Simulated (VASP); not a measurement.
Wanted: the native input for a VASP 6.6.1 run.

- Task: single point
- Functional: LDA
- Potentials or basis: VASP PAW LDA potentials, release 64 (Cu)
- Cutoff: 320 eV
- k mesh: 5 × 5 × 5
- Occupations: fermi-dirac, width 0.05 eV
- Spin: no spin polarisation
- Further INCAR settings: ALGO = Fast; EDIFF = 1e-06; NBANDS = 198

The structure of Cu lies in POSCAR:

```
Cu
1.0
    7.0440000000      0.0000000000      0.0000000000
    0.0000000000      7.0440000000      0.0000000000
    0.0000000000      0.0000000000      7.0440000000
Cu
32
Direct
    0.0000000000      0.0000000000      0.0000000000
    0.0000000000      0.0000000000      0.5000000000
    0.0000000000      0.5000000000      0.0000000000
    0.0000000000      0.5000000000      0.5000000000
    0.5000000000      0.0000000000      0.0000000000
    0.5000000000      0.0000000000      0.5000000000
    0.5000000000      0.5000000000      0.0000000000
    0.5000000000      0.5000000000      0.5000000000
    0.0000000000      0.2500000000      0.2500000000
    0.0000000000      0.2500000000      0.7500000000
    0.0000000000      0.7500000000      0.2500000000
    0.0000000000      0.7500000000      0.7500000000
    0.5000000000      0.2500000000      0.2500000000
    0.5000000000      0.2500000000      0.7500000000
    0.5000000000      0.7500000000      0.2500000000
    0.5000000000      0.7500000000      0.7500000000
    0.2500000000      0.0000000000      0.2500000000
    0.2500000000      0.0000000000      0.7500000000
    0.2500000000      0.5000000000      0.2500000000
    0.2500000000      0.5000000000      0.7500000000
    0.7500000000      0.0000000000      0.2500000000
    0.7500000000      0.0000000000      0.7500000000
    0.7500000000      0.5000000000      0.2500000000
    0.7500000000      0.5000000000      0.7500000000
    0.2500000000      0.2500000000      0.0000000000
    0.2500000000      0.2500000000      0.5000000000
    0.2500000000      0.7500000000      0.0000000000
    0.2500000000      0.7500000000      0.5000000000
    0.7500000000      0.2500000000      0.0000000000
    0.7500000000      0.2500000000      0.5000000000
    0.7500000000      0.7500000000      0.0000000000
    0.7500000000      0.7500000000      0.5000000000
```

The cell was built by a generator and needn't be a form met in nature.

The input as run:

INCAR

```
SYSTEM = Cu
ALGO = Fast ; EDIFF = 1E-6
ENCUT = 320 ; ISIF = 2
ISMEAR = -1 ; LASPH = .TRUE.
LCHARG = .TRUE. ; LELF = .TRUE.
LREAL = .FALSE. ; LVHAR = .TRUE.
LWAVE = .FALSE. ; NBANDS = 198
NELM = 80 ; PREC = Accurate
SIGMA = 0.05
```

KPOINTS

```
k-points
0
G
  5 5 5
  0 0 0
```

Potentials or basis: VASP PAW LDA potentials, release 64 (Cu).

Run with:

```bash
$ cat potpaw_LDA.64/Cu/POTCAR > POTCAR
$ mpirun -np 1 vasp_std > vasp.out
```

It gave:

| Quantity | Value |
| --- | --- |
| Band gap on the k mesh | none (metal or under the smearing width) |

Wall time 10 min on 1 thread of AMD EPYC 7R13 Processor (Zen 3), with other jobs on the host, peak memory 0.31 GiB.
